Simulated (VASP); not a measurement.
Method: PBE GGA, VASP's PBE PAW potentials (set 64) (plane waves; VASP).

The input files of a VASP run:

### INCAR
```
ISMEAR=1
EDIFF=1E-6   # SCF stop (eV)
PREC=Accurate
SYSTEM=MgB2
LASPH=F
ENCUT=520   # plane-wave cut-off (eV)
LREAL=F
GGA=PE   # PBE
NELM=100
SIGMA=0.1
LWAVE=F
ISIF=2   # forces and stress, cell fixed
ALGO=Normal   # blocked Davidson
LCHARG=F
```

### KPOINTS
```
kpoints
0
gamma
  10 10 8
```

File POSCAR:
```
MgB2
1
    1.5450000000    -2.6760180000     0.0000000000
    1.5450000000     2.6760180000     0.0000000000
    0.0000000000     0.0000000000     3.5200000000
Mg B
1 2
Direct
  0.0000000000   0.0000000000   0.0000000000
  0.3333330000   0.6666670000   0.5000000000
  0.6666670000   0.3333330000   0.5000000000
```

POTCAR, in this order: Mg B (PBE.64 set). Program: vasp_std.

Task: What does the run give for the energy per atom (σ→0), pressure, band gap (on the k-mesh)?

Result: 
* **energy per atom (σ→0)**: -492.7 kJ/mol of atoms
* **band gap (on the k-mesh)**: none (metal, semimetal or under 0.01 eV)
* **pressure**: -1.57 GPa

### OSZICAR
```
...
DAV:   6    -0.155797229535E+02    0.14013E+01   -0.23287E+00  1200   0.837E+00    0.252E+00
DAV:   7    -0.153232857157E+02    0.25644E+00   -0.12698E+00  1344   0.605E+00    0.735E-01
DAV:   8    -0.153223967124E+02    0.88900E-03   -0.73819E-02  1224   0.187E+00    0.299E-01
DAV:   9    -0.153182519735E+02    0.41447E-02   -0.13349E-02  1216   0.648E-01    0.539E-02
DAV:  10    -0.153182396068E+02    0.12367E-04   -0.11780E-03  1480   0.216E-01    0.277E-02
DAV:  11    -0.153182047261E+02    0.34881E-04   -0.16611E-04  1240   0.796E-02    0.199E-03
DAV:  12    -0.153182048962E+02   -0.17004E-06   -0.15468E-06  1464   0.115E-02
   1 F= -.15318205E+02 E0= -.15318292E+02  d E =0.261358E-03
```

The compound is MgB2 in the AlB2 type structure. The cell was not relaxed at this level. The run is one of a series of settings (LASPH = .FALSE. against the base run), some of them coarse on purpose.
